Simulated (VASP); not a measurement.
Data:

```
CELL_PARAMETERS angstrom
      0.00000     2.06942     2.06942
      2.06942     0.00000     2.06942
      2.06942     2.06942     0.00000
ATOMIC_POSITIONS crystal
  Ti 0.00000 0.00000 0.00000
  C  0.50000 0.50000 0.50000
```

Level of theory: LDA (Ceperley-Alder, Perdew-Zunger), VASP's LDA PAW potentials (set 64) (plane waves; VASP 6.6.1). Numerical set-up: 620 eV cut-off, 15×15×15 Γ-centred mesh, first-order Methfessel-Paxton smearing of 0.10 eV, potentials Ti_sv C.

Energy and stress use the plane-wave basis of the starting cell.

Problem. The ions, cell shape and volume at an external pressure of 45.0 GPa are relaxed. Predict the relaxed structure.

Solution. 
```
CELL_PARAMETERS angstrom
      0.00000     2.04463     2.04463
      2.04463     0.00000     2.04463
      2.04463     2.04463     0.00000
ATOMIC_POSITIONS crystal
  Ti 0.00000 0.00000 0.00000
  C  0.50000 0.50000 0.50000
```
Space group Fm-3m (225), at a tolerance of 0.03 Å.

Problem. How do energy and volume change from the first to the last step?

Solution. The energy (σ→0) changes by +73.0 meV/atom and the volume by -3.6 %, in 4 ionic steps.

The compound is TiC in the rock salt structure. This run relaxes it under an external pressure of 45 GPa. Symmetry was kept, so distortions that lower it aren't found.
